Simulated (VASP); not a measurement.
Here is the system:

```yaml
crystal:
  lattice:
    - [2.80000, 0.00000, 0.00000]
    - [0.00000, 2.80000, 0.00000]
    - [0.00000, 0.00000, 3.67000]
  atoms:
    - { symbol: Cu, position: [0.00000, 0.00000, 0.00000] }
    - { symbol: Au, position: [0.50000, 0.50000, 0.50000] }
```

The numbers are results of PBE GGA + U (Dudarev), VASP's PBE PAW potentials (set 64) (plane waves; VASP), not measurements. Settings: 400 eV cut-off, 12×12×9 Γ-centred mesh, first-order Methfessel-Paxton smearing of 0.10 eV, potentials Cu Au, U − J: Cu 1.00 eV.

**Question.** Give the stress tensor in GPa (positive for a compressed cell).

**Answer.** 
```
6.50  0.00  0.00
0.00  6.50  0.00
0.00  0.00  4.89
```
The pressure is its mean diagonal, 5.97 GPa.

The compound is CuAu in the L1_0 structure. The cell was not relaxed at this level. The run is one of a series of settings (LDAU = .TRUE., LDAUJ = 0 0, LDAUL = 2 -1, LDAUTYPE = 2, LDAUU = 1.0 0 against the base run), some of them coarse on purpose.
